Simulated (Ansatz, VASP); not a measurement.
**One calculation of PdPt2, two programs**

```
Pd Pt
1.0
     4.49749    0.00000    0.00000
    -2.24874    3.89494    0.00000
     0.00000    0.00000    2.72792
Pd Pt
1 2
Direct
  0.00000 0.00000 0.00000
  0.33333 0.66667 0.50000
  0.66667 0.33333 0.50000
```

Change from the starting cell: species swapped into the NbAu2 type (P6/mmm, No. 191).

Alike in both runs: functional PBE; k mesh 6 × 6 × 6; occupations gaussian, width 0.1 eV; no spin polarisation.

Ansatz relaxed the structure, and its values are those at the end. VASP's run is a single point on that final structure, the one shown.

|  | VASP | Ansatz |
| --- | --- | --- |
| version | VASP 6.6.1 | Ansatz 0.2.0 |
| potentials or method | VASP PAW PBE potentials, release 64 (Pd, Pt) | scalar-relativistic, plane waves, PAW |
| plane-wave cutoff (eV) | 520 | 420 |
| valence electrons in the cell | 30 | 54 |

|  | VASP | Ansatz | Ansatz less VASP |
| --- | --- | --- | --- |
| gap on the k mesh at the Fermi level (eV) | none | none | - |
| pressure (GPa) | -0.5 | -0.1 | +0.45 |

A gap of «none» marks a metal or a gap that the smearing closes. The two sets of potentials don't hold the same shells in valence.

Caveats: the k mesh is coarse (spacing up to 0.38 Å⁻¹), so the values aren't converged. The runs have no spin-orbit coupling, so splittings on Pt are missing.
